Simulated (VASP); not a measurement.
# MnV (space group Pm-3m): computed properties

The numbers are results of PBEsol GGA, VASP's PBE PAW potentials (set 64) (plane waves; VASP), not measurements.

```yaml
space_group: Pm-3m (221)
cell: a = b = c = 2.8316 Å, α = β = γ = 90.00°
volume_per_atom: 11.35 Å^3/atom
band gap (over mesh and band path): none (metal, semimetal or under 0.01 eV)
band_gap_with_spin_orbit_coupling: none (metallic)
density: 7.74 g/cm³
```

```
MnV
1.0
    2.83161     0.00000     0.00000
    0.00000     2.83161     0.00000
    0.00000     0.00000     2.83161
Mn V
1 1
Cartesian
  0.00000   0.00000   0.00000
  1.41580   1.41580   1.41580
```

The structure comes from a measured MnV entry (Pm-3m) of the Crystallography Open Database, whose conditions weren't checked. It was relaxed first, which changed the volume by -7 %. Symmetry was kept, so distortions that lower it aren't found.
